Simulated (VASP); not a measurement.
An input for Ansatz (written as the equivalent of a VASP run, and not itself run):

Ansatz 0.2 input:
```yaml
crystal:
  lattice:
    - [0.0000000, 2.7243583, 2.7243583]
    - [2.7243583, 0.0000000, 2.7243583]
    - [2.7243583, 2.7243583, 0.0000000]
  atoms:
    - { symbol: Li, position: [0.0000000, 0.0000000, 1.0000000] }
    - { symbol: Br, position: [0.5000000, 0.5000000, 0.5000000] }
kpoints:
  mp_grid: { grid: [6, 6, 6] }
hamiltonian:
  xc: pbe0
  pseudopotentials: { kind: paw }
scf:
  occupations: { method: gaussian, width: 0.05 }
  max_iter: 60
output: { forces: true, stress: true, eigenvalues: true }
```

Problem. Translate this input to VASP (INCAR, KPOINTS, POSCAR, choice of POTCAR).

Solution. One answer among several that fit: 
### INCAR
```
! general
SYSTEM   = LiBr
PREC     = Accurate
ENCUT    = 520
LREAL    = .FALSE.
LASPH    = .TRUE.
ISYM     = 3

! electronic loop
EDIFF    = 1E-6
NELM     = 60
ALGO     = Normal
LMAXMIX  = 4

! smearing
ISMEAR   = 0
SIGMA    = 0.05

! functional
GGA      = PE
LHFCALC  = .TRUE.
AEXX     = 0.25
HFRCUT   = -1
PRECFOCK = Fast

! ions
ISIF     = 2

! output
LWAVE    = .FALSE.
LCHARG   = .FALSE.
```

**POSCAR**
```
LiBr
1
    0.0000000000     2.7243583426     2.7243583426
    2.7243583426     0.0000000000     2.7243583426
    2.7243583426     2.7243583426     0.0000000000
Li Br
1 1
Direct
  0.0000000000   0.0000000000   1.0000000000
  0.5000000000   0.5000000000   0.5000000000
```

### KPOINTS
```
Automatic mesh
0
Gamma
6 6 6
0 0 0
```

POTCAR, in this order: Li_sv Br (PBE.64 set). Program: vasp_std. Read from the step before: WAVECAR.

The two are equivalent in intent, not identical: each code has its own PAW files, so the cut-off isn't converted (ENCUT is set for VASP's; basis.ecutwfc is left out, and Ansatz then takes the one that its files recommend); Ansatz stops its SCF on the density residual and VASP on the energy change (EDIFF).

The compound is LiBr in the rock salt structure. This cell is one point of a volume scan, at 0.97 of the reference volume.
